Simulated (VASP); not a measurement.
Ba2Os: relaxation of cell and atoms with PBE

Ba2Os:

```
Ba Os
1.0
     3.19308   -3.84473    0.00000
     3.19308    3.84473    0.00000
     0.00000    0.00000    4.43410
Ba Os
2 1
Direct
  0.00000 0.50000 0.00000
  0.50000 0.00000 0.00000
  0.00000 0.00000 0.00000
```

The cell was built by a generator and needn't be a form met in nature.

```
Program                : VASP 6.6.1
Task                   : relaxation of cell and atoms
Functional             : PBE
Potentials or basis    : VASP PAW PBE potentials, release 64 (Ba_sv, Os)
Cutoff                 : 600 eV
k mesh                 : 6 × 6 × 6
Occupations            : methfessel-paxton, width 0.2 eV
Spin                   : no spin polarisation
Further INCAR settings : ALGO = Fast; EDIFF = 1e-07; IBRION = 2; EDIFFG = -0.01; NSW = 40; ISIF = 3
```

The relaxed volume is 38.97 Å³/atom, the relaxed cell is a = 5.786 Å, b = 5.786 Å, c = 3.492 Å, α = 90.00°, β = 90.00°, γ = 90.04° and the space group after relaxing (to 0.05 Å) is P4/mmm (No. 123). The energy gained by relaxing is 1177.9 meV/atom. The ionic steps are 16 and the pressure after relaxing is 0.0 GPa. The band gap on the k mesh is none (metal or under the smearing width).

Step by step:
| step | energy change (eV) | largest force (eV/Å) | pressure (GPa) | volume (Å³) |
| --- | --- | --- | --- | --- |
| 1 | 0.0000 | 0.0000 | 20.18 | 108.87 |
| 2 | -2.0352 | 0.0000 | -4.12 | 191.50 |
| 3 | -2.9710 | 0.0000 | -1.28 | 149.41 |
| 4 | -2.9721 | 0.0000 | -1.12 | 148.54 |
| 5 | -3.2069 | 0.0000 | -1.17 | 143.68 |
| 6 | -3.3711 | 0.0000 | -1.14 | 136.16 |
| 7 | -3.3800 | 0.0000 | -1.11 | 134.27 |
| 8 | -3.4664 | 0.0000 | -0.39 | 125.67 |
| 9 | -3.5061 | 0.0000 | 0.51 | 118.28 |
| 10 | -3.5091 | 0.0000 | 0.94 | 115.53 |
| 11 | -3.5180 | 0.0000 | -0.39 | 115.90 |
| 12 | -3.5303 | 0.0000 | 0.11 | 115.78 |
| 13 | -3.5333 | 0.0000 | 0.07 | 116.39 |
| 14 | -3.5338 | 0.0000 | 0.05 | 116.73 |
| 15 | -3.5338 | 0.0000 | -0.05 | 117.04 |
| 16 | -3.5338 | 0.0000 | 0.02 | 116.90 |

Final structure:
```
Ba Os
1.0
     4.08952   -4.09262    0.00000
     4.08952    4.09262    0.00000
     0.00000    0.00000    3.49241
Ba Os
2 1
Cartesian
  2.0448 2.0463 0.0000
  2.0448 -2.0463 0.0000
  0.0000 0.0000 0.0000
```

Levels at points of the mesh, in eV from the Fermi level:
```csv
k point,band 11,band 12,band 13,band 14,band 15,band 16,band 17,band 18
"(0.00, 0.00, 0.00)",-1.78,-1.71,-1.21,-0.32,-0.32,0.99,1.01,3.29
"(0.50, 0.00, 0.00)",-1.62,-0.73,-0.30,0.07,0.32,0.83,0.91,1.48
"(0.50, 0.50, 0.00)",-0.52,-0.51,0.08,0.08,0.30,0.59,0.86,0.86
"(0.00, 0.00, 0.50)",-2.21,-1.89,-1.59,0.75,1.16,1.33,1.34,1.96
"(0.50, 0.00, 0.50)",-1.28,-1.26,-0.38,0.50,0.58,0.94,1.90,2.20
"(0.50, 0.50, 0.50)",-1.09,-0.74,-0.68,0.37,0.67,1.31,1.32,2.72
```

Wall time 25 min on 1 thread of Intel(R) Xeon(R) Platinum 8488C (Sapphire Rapids), with other jobs on the host, peak memory 0.33 GiB.

Spin-orbit coupling is left out, which matters for the levels of Ba, Os.
